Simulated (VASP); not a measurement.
Wanted: the native input for a VASP 6.6.1 run.

- Task: relaxation of cell and atoms
- Functional: PBEsol
- Potentials or basis: VASP PAW PBE potentials, release 64 (Sn_d, Te)
- Cutoff: 520 eV
- k mesh: 8 × 8 × 8
- Occupations: gaussian, width 0.02 eV
- Spin: no spin polarisation
- Further INCAR settings: ALGO = Fast; EDIFF = 1e-07; IBRION = 2; EDIFFG = -0.002; NSW = 80; ISIF = 3

The structure of SnTe lies in POSCAR:

```
SnTe                                    
1.0
    0.0000000000      3.1444180036      3.1444180036
    3.1444180036      0.0000000000      3.1444180036
    3.1444180036      3.1444180036     -0.0000000000
  Sn              Te            
     1     1
Direct
     0.0000000000000000    0.0000000000000000    0.0000000000000000
     0.5000000000000000    0.5000000000000000    0.5000000000000000
```

The input as run:

INCAR

```
SYSTEM = SnTe
PREC     = Accurate       ! precision mode
ENCUT    = 520            ! plane-wave cutoff, eV
EDIFF    = 1E-7           ! SCF threshold, eV
ISMEAR   = 0              ! smearing method
SIGMA    = 0.02           ! smearing width, eV
LREAL    = .False.        ! projectors in reciprocal space
LASPH    = .True.         ! aspherical terms in the spheres
NELM     = 60             ! most SCF steps
ALGO     = Fast           ! electronic algorithm
ISIF     = 3              ! what is computed and relaxed
LWAVE    = .False.        ! write WAVECAR
LCHARG   = .False.        ! write CHGCAR
GGA      = PS             ! functional
IBRION   = 2              ! ionic algorithm
NSW      = 80             ! ionic steps
EDIFFG   = -0.002         ! ionic threshold
```

KPOINTS

```
regular mesh
0
Gamma
  8 8 8
  0 0 0
```

Potentials or basis: VASP PAW PBE potentials, release 64 (Sn_d, Te).

Launch:

```sh
$ cat potpaw_PBE.64/Sn_d/POTCAR potpaw_PBE.64/Te/POTCAR > POTCAR
$ mpirun -np 1 vasp_std > vasp.out
```

Results of the run:

| Property | Result |
| --- | --- |
| Pressure after relaxing | 0.0 GPa |
| Band gap on the k mesh | 0.16 eV, direct |

Caveat: the relaxation stopped at its first step, so nothing moved; the PAW data sets were made with another functional, which shifts forces and pressure a little; spin-orbit coupling is left out, which moves the levels of the heavy elements.

Run time: 26 s on 1 thread of Intel(R) Xeon(R) Platinum 8488C (Sapphire Rapids), on a shared host, peak memory 0.21 GiB.
